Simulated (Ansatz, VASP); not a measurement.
## One calculation of LiTa2H2, two programs

The input INCAR:

```
SYSTEM = LiTa2H2
ALGO = Normal ; EDIFF = 1E-6
ENCUT = 520 ; GGA = PE
ISIF = 2 ; ISMEAR = 0
LASPH = .True. ; LCHARG = .False.
LREAL = .False. ; LWAVE = .False.
NBANDS = 22 ; NELM = 100
PREC = Accurate ; SIGMA = 0.1
```

The input KPOINTS:

```
k-points
0
Gamma
  6 6 6
  0 0 0
```

POSCAR

```
LiTa2H2
1.0
   -1.7952101100      1.7952101100      4.1220553500
    1.7952101100     -1.7952101100      4.1220553500
    1.7952101100      1.7952101100     -4.1220553500
Li Ta H
1 2 2
Direct
    0.0000000000      0.0000000000      0.0000000000
    0.7500000000      0.2500000000      0.5000000000
    0.2500000000      0.7500000000      0.5000000000
    0.6139807100      0.6139807100      0.0000000000
    0.3860192900      0.3860192900      0.0000000000
```

Input for Ansatz:

```yaml
crystal:
  lattice:
    - [-1.79521011, 1.79521011, 4.12205535]
    - [1.79521011, -1.79521011, 4.12205535]
    - [1.79521011, 1.79521011, -4.12205535]
  atoms:
    - { symbol: Li, position: [0.0, 0.0, 0.0] }
    - { symbol: Ta, position: [0.75, 0.25, 0.5] }
    - { symbol: Ta, position: [0.25, 0.75, 0.5] }
    - { symbol: H, position: [0.61398071, 0.61398071, 0.0] }
    - { symbol: H, position: [0.38601929, 0.38601929, 0.0] }
basis:
  ecutwfc: 420
kpoints:
  mp_grid: { grid: [6, 6, 6] }
hamiltonian:
  xc: pbe
scf:
  occupations: { method: gaussian, width: 0.1 }
  lower_state_search: "off"
output:
  forces: true
  stress: true
  eigenvalues: true
```

Change from the starting cell: species swapped into the SrP2Pd2 type (I4/mmm, No. 139).

Alike in both runs: task single point; functional PBE; k mesh 6 × 6 × 6; occupations gaussian, width 0.1 eV; no spin polarisation.

```csv
,VASP,Ansatz
version,VASP 6.6.1,Ansatz 0.2.0
potentials or method,"VASP PAW PBE potentials, release 64 (Li_sv, Ta_pv, H)","scalar-relativistic, plane waves, PAW"
plane-wave cutoff (eV),520,420
valence electrons in the cell,27,31
```

|  | VASP | Ansatz | Ansatz less VASP |
| --- | --- | --- | --- |
| gap on the k mesh at the Fermi level (eV) | none | none | - |
| rms of the force components (eV/Å) | 0.171 | 0.175 | +0.0044 |

Atom by atom the forces differ by 0.004 eV/Å (rms over components). A gap of «none» marks a metal or a gap that the smearing closes. The two sets of potentials don't hold the same shells in valence.

Caveats: the k mesh is coarse (spacing up to 0.41 Å⁻¹), so the values aren't converged. The runs have no spin-orbit coupling, so splittings on Ta are missing.
